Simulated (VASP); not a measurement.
# CaCoAu3 (Pm-3m) in VASP: further runs

Aim: see how the results for CaCoAu3 move with the level of theory and the settings. Levels: PBE+D4, PBE+TS. Tasks: relaxation of cell and atoms.

Everything below comes from runs of VASP 6.6.1. Logs are shortened: lines on timing, memory, paths and dates and some standing lists are left out, and cuts for length are marked.

## 1. The crystal as given

It takes space group Pm-3m (No. 221, cubic). Conventional cell: a = 4.851 Å, b = 4.851 Å, c = 4.851 Å, α = 90.00°, β = 90.00°, γ = 90.00°. Ca (site symmetry m-3m) is surrounded by 12 Au at 3.43 Å. Co (site symmetry m-3m) is surrounded by 6 Au at 2.43 Å. Au (site symmetry 4/mmm) has 2 Co at 2.43 Å as nearest neighbours.

The cell was built by a generator and needn't be a form met in nature.

## 2. Relaxation of cell and atoms, PBE+D4, collinear spin, ferromagnetic start

Input file INCAR:

```
SYSTEM = CaCoAu3
ALGO     = Normal         ! electronic algorithm
EDIFF    = 1E-7           ! SCF threshold, eV
EDIFFG   = -0.02          ! ionic threshold
ENCUT    = 600            ! plane-wave cutoff, eV
GGA      = PE             ! functional
IBRION   = 2              ! ionic algorithm
ISIF     = 3              ! what is computed and relaxed
ISMEAR   = -1             ! smearing method
ISPIN    = 2              ! spin polarisation
IVDW     = 13             ! dispersion correction
LASPH    = .TRUE.         ! aspherical terms in the spheres
LCHARG   = .FALSE.        ! write CHGCAR
LMAXMIX  = 4              ! l up to which the mixer works
LORBIT   = 11             ! projections on sites
LREAL    = .FALSE.        ! projectors in reciprocal space
LWAVE    = .FALSE.        ! write WAVECAR
MAGMOM   = 0 2 0 0 0      ! initial moments
NELM     = 150            ! most SCF steps
NSW      = 60             ! ionic steps
PREC     = Accurate       ! precision mode
SIGMA    = 0.05           ! smearing width, eV
```

Input file KPOINTS:

```
k-points
0
G
  5 5 5
  0 0 0
```

Input file POSCAR:

```
CaCoAu3
1.0
    4.8510400000      0.0000000000      0.0000000000
    0.0000000000      4.8510400000      0.0000000000
    0.0000000000      0.0000000000      4.8510400000
Ca Co Au
1 1 3
Direct
    0.0000000000      0.0000000000      0.0000000000
    0.5000000000      0.5000000000      0.5000000000
    0.0000000000      0.5000000000      0.5000000000
    0.5000000000      0.0000000000      0.5000000000
    0.5000000000      0.5000000000      0.0000000000
```

Potentials or basis: VASP PAW PBE potentials, release 64 (Ca_sv, Co, Au).

Launch:

```sh
> cat potpaw_PBE.64/Ca_sv/POTCAR potpaw_PBE.64/Co/POTCAR potpaw_PBE.64/Au/POTCAR > POTCAR
> mpirun -np 1 vasp_std > vasp.out
```

OUTCAR:

```text
SYSTEM = CaCoAu3
   EDIFF = 1E-7
   EDIFFG = -0.02
   ENCUT = 600
   GGA = PE
   IBRION = 2
   ISIF = 3
   ISMEAR = -1
   ISPIN = 2
   IVDW = 13
   LASPH = .TRUE.
   LORBIT = 11
   LREAL = .FALSE.
   NELM = 150
   NSW = 60
   PREC = Accurate

 ion  position               nearest neighbor table
   1  0.000  0.000  0.000-
   2  0.500  0.500  0.500-   3 2.43   4 2.43   5 2.43   5 2.43   4 2.43   3 2.43
   3  0.000  0.500  0.500-   2 2.43   2 2.43   5 3.43   5 3.43   4 3.43   4 3.43   4 3.43   5 3.43
                             5 3.43   4 3.43
   4  0.500  0.000  0.500-   2 2.43   2 2.43   5 3.43   5 3.43   3 3.43   3 3.43   5 3.43   5 3.43
                             3 3.43   3 3.43
   5  0.500  0.500  0.000-   2 2.43   2 2.43   4 3.43   3 3.43   3 3.43   4 3.43   4 3.43   4 3.43
                             3 3.43   3 3.43

  LATTYP: Found a simple cubic cell.
 ALAT       =     4.8510400000

  Lattice vectors:

 A1 = (   4.8510400000,   0.0000000000,   0.0000000000)
 A2 = (   0.0000000000,   4.8510400000,   0.0000000000)
 A3 = (   0.0000000000,   0.0000000000,   4.8510400000)

Analysis of symmetry for initial positions (statically):
=====================================================================
 Subroutine PRICEL returns:
 Original cell was already a primitive cell.

 Routine SETGRP: Setting up the symmetry group for a
 simple cubic supercell.

 Subroutine GETGRP returns: Found 48 space group operations
 (whereof 48 operations were pure point group operations)
 out of a pool of 48 trial point group operations.

The static configuration has the point symmetry O_h .

Analysis of symmetry for dynamics (positions and initial velocities):
=====================================================================
 Subroutine PRICEL returns:
 Original cell was already a primitive cell.

 Routine SETGRP: Setting up the symmetry group for a
 simple cubic supercell.

 Subroutine GETGRP returns: Found 48 space group operations
 (whereof 48 operations were pure point group operations)
 out of a pool of 48 trial point group operations.

The dynamic configuration has the point symmetry O_h .

Analysis of structural, dynamic, and magnetic symmetry:
=====================================================================
 Subroutine PRICEL returns:
 Original cell was already a primitive cell.

 Routine SETGRP: Setting up the symmetry group for a
 simple cubic supercell.

 Subroutine GETGRP returns: Found 48 space group operations
[... 98 lines left out ...]
   IBRION =      2    ionic relax: 0-MD 1-quasi-New 2-CG
   NFREE  =      1    steps in history (QN), initial steepest desc. (CG)
   ISIF   =      3    stress and relaxation
   ISYM   =      2    0-nonsym 1-usesym 2-fastsym
   POTIM  = 0.5000    time-step for ionic-motion
   TEBEG  =    0.0;   TEEND  =   0.0 temperature during run
   PSTRESS=    0.0 pullay stress
   NELECT =      52.0000    total number of electrons
   NUPDOWN=      -1.0000    fix difference up-down
   EMIN   =  10.00;   EMAX   =-10.00  energy-range for DOS
   EFERMI =   0.00;   METHOD = LEGACY
   ISMEAR =    -1;   SIGMA  =   0.05  broadening in eV -4-tet -1-fermi 0-gaus
   EFERMI_NEDOS =   21; number of points for ismear=-14 and -15
   IALGO  =     38    algorithm
   IMIX   =      4    mixing-type and parameters
     AMIX     =   0.40;   BMIX     =  1.00
     AMIX_MAG =   1.60;   BMIX_MAG =  1.00
  volume/ion in A,a.u.               =      22.83       154.07
  Fermi-wavevector in a.u.,A,eV,Ry     =   1.259624  2.380345 21.587736  1.586654
  Thomas-Fermi vector in A             =   2.393175
   LORBIT       =     11    0 simple, 1 ext, 2 COOP (PROOUT), +10 PAW based schemes
   GGA     = PE    functional components
   LHFCALC =     F    Hartree Fock is set to
   AEXX    =    0.0000 exact exchange contribution
   IVDW    =    13    specifies the selected vdW correction
   LEPSILON=     F    determine dielectric tensor
   LRPA    =     F    only Hartree local field effects (RPA)
 conjugate gradient relaxation of ions
 spin polarized calculation
  energy-cutoff  :      600.00
  volume of cell :      114.16
 maximum number of plane-waves:      3823
 NGX is ok and might be reduce to    40
   NGX = 19   NGY = 19   NGZ = 19

--------------------------------------- Ionic step        1  -------------------------------------------

 number of electron      52.0000012 magnetization       1.6987204

 Free energy of the ion-electron system (eV)
  ---------------------------------------------------
  ext. energy  EPLUGINS =         0.00000000
  ---------------------------------------------------
  free energy    TOTEN  =       -18.75791279 eV

  energy without entropy =      -18.70782038  energy(sigma->0) =      -18.73286659

------------------------ aborting loop because EDIFF is reached ----------------------------------------

  DFT-D4 for vdW energy calculation

  Edisp (eV):   -2.01715
[... 77 lines left out ...]
--------------------------------------- Ionic step        3  -------------------------------------------

 number of electron      52.0000007 magnetization       1.5122305

 Free energy of the ion-electron system (eV)
  ---------------------------------------------------
  ext. energy  EPLUGINS =         0.00000000
  ---------------------------------------------------
  free energy    TOTEN  =       -18.72222184 eV

  energy without entropy =      -18.67382454  energy(sigma->0) =      -18.69802319

 E-fermi :   5.6906     XC(G=0): -10.5040

 val. band max:        5.6809907061   @ k =   0.4000   0.2000   0.0000
 cond. band min:       5.7150719220   @ k =   0.4000   0.4000   0.0000
 fundamental gap:      0.0340812159
 Fermi energy:         5.6906432328

 spin component 1

 k-point     1 :       0.0000    0.0000    0.0000
  band No.  band energies     occupation
      1     -36.2320      1.00000
      2     -17.1935      1.00000
      3     -17.1935      1.00000
      4     -17.1935      1.00000
      5      -2.1562      1.00000
      6       0.1184      1.00000
[... 339 lines left out ...]
     31       6.6744      0.00000
     32       9.4841      0.00000
 Fermi energy:         5.6906432328

 spin component 2

 k-point     1 :       0.0000    0.0000    0.0000
  band No.  band energies     occupation
      1     -36.2430      1.00000
      2     -17.2051      1.00000
      3     -17.2051      1.00000
      4     -17.2051      1.00000
      5      -2.1005      1.00000
      6       0.3376      1.00000
[... 375 lines left out ...]
  FREE ENERGIE OF THE ION-ELECTRON SYSTEM (eV)
  ---------------------------------------------------
  free  energy   TOTEN  =       -20.8098907051 eV

  energy  without entropy=      -20.7614934042  energy(sigma->0) =      -20.78569205

 reached required accuracy - stopping structural energy minimisation

 total charge

# of ion       s       p       d       tot
------------------------------------------
    1        2.025   5.835   0.155   8.015
    2        0.512   0.482   7.342   8.336
    3        0.728   0.253   8.724   9.705
    4        0.728   0.253   8.724   9.705
    5        0.728   0.253   8.724   9.705
--------------------------------------------------
tot          4.722   7.076  33.667  45.465

 magnetization (x)

# of ion       s       p       d       tot
------------------------------------------
    1        0.000  -0.002  -0.010  -0.012
    2        0.006   0.018   1.499   1.523
    3       -0.015  -0.013   0.057   0.029
    4       -0.015  -0.013   0.057   0.029
    5       -0.015  -0.013   0.057   0.029
--------------------------------------------------
tot         -0.039  -0.022   1.661   1.599
```

CONTCAR:

```text
CaCoAu3
   1.00000000000000
     4.7884677482009739   -0.0000000000000000    0.0000000000000000
    -0.0000000000000000    4.7884677482009739    0.0000000000000000
     0.0000000000000000   -0.0000000000000000    4.7884677482009739
  Ca              Co              Au
     1     1     3
Direct
     0.0000000000000000    0.0000000000000000    0.0000000000000000
     0.5000000000000000    0.5000000000000000    0.5000000000000000
     0.0000000000000000    0.5000000000000000    0.5000000000000000
     0.5000000000000000    0.0000000000000000    0.5000000000000000
     0.5000000000000000    0.5000000000000000    0.0000000000000000

  0.00000000E+00  0.00000000E+00  0.00000000E+00
  0.00000000E+00  0.00000000E+00  0.00000000E+00
  0.00000000E+00  0.00000000E+00  0.00000000E+00
  0.00000000E+00  0.00000000E+00  0.00000000E+00
  0.00000000E+00  0.00000000E+00  0.00000000E+00
```

It took 7.3 min on 1 thread of AMD EPYC 7R43 (Zen 3), shared host; peak memory 0.3 GiB.

What came out:

- Free energy: -20.8099 eV
- Relaxed volume: 21.96 Å³/atom
- Relaxed cell: a = 4.788 Å, b = 4.788 Å, c = 4.788 Å, α = 90.00°, β = 90.00°, γ = 90.00°
- Space group after relaxing (to 0.05 Å): Pm-3m (No. 221)
- Energy gained by relaxing: 7.0 meV/atom
- Ionic steps: 3
- Pressure after relaxing: 0.0 GPa
- Band gap on the k mesh: none (metal or under the smearing width)
- Net moment: 1.51 μB per cell
- Site moments: Ca -0.01; Co +1.52; Au +0.03 μB
- Valence electrons inside the program's atomic spheres: Ca 8.02; Co 8.34; Au 9.71
- Dispersion energy per atom: -0.418 eV

The path:
| step | energy change (eV) | largest force (eV/Å) | pressure (GPa) | volume (Å³) |
| --- | --- | --- | --- | --- |
| 1 | 0.0000 | 0.0000 | -2.29 | 114.16 |
| 2 | -0.0326 | 0.0000 | 0.72 | 108.85 |
| 3 | -0.0348 | 0.0000 | 0.04 | 109.80 |

Final structure:
```yaml
crystal:
  lattice:
    - [4.78847, 0.00000, 0.00000]
    - [0.00000, 4.78847, 0.00000]
    - [0.00000, 0.00000, 4.78847]
  atoms:
    - { symbol: Ca, position: [0.00000, 0.00000, 0.00000] }
    - { symbol: Co, position: [0.50000, 0.50000, 0.50000] }
    - { symbol: Au, position: [0.00000, 0.50000, 0.50000] }
    - { symbol: Au, position: [0.50000, 0.00000, 0.50000] }
    - { symbol: Au, position: [0.50000, 0.50000, 0.00000] }
```

Levels at points of the mesh, in eV from the Fermi level:
Spin up:
```tsv
k point	band 25	band 26	band 27	band 28	band 29	band 30
(0.00, 0.00, 0.00)	-1.16	0.40	0.40	0.40	2.02	2.02
```
Spin down:
| k point | band 22 | band 23 | band 24 | band 25 | band 26 | band 27 |
| --- | --- | --- | --- | --- | --- | --- |
| (0.00, 0.00, 0.00) | -0.99 | 0.40 | 0.40 | 0.40 | 0.42 | 0.42 |

Caveat: pairwise dispersion overbinds metals, which lowers pressure and volume. The run has no spin-orbit coupling, so splittings on Au are missing.

[end of part 1 of 2]
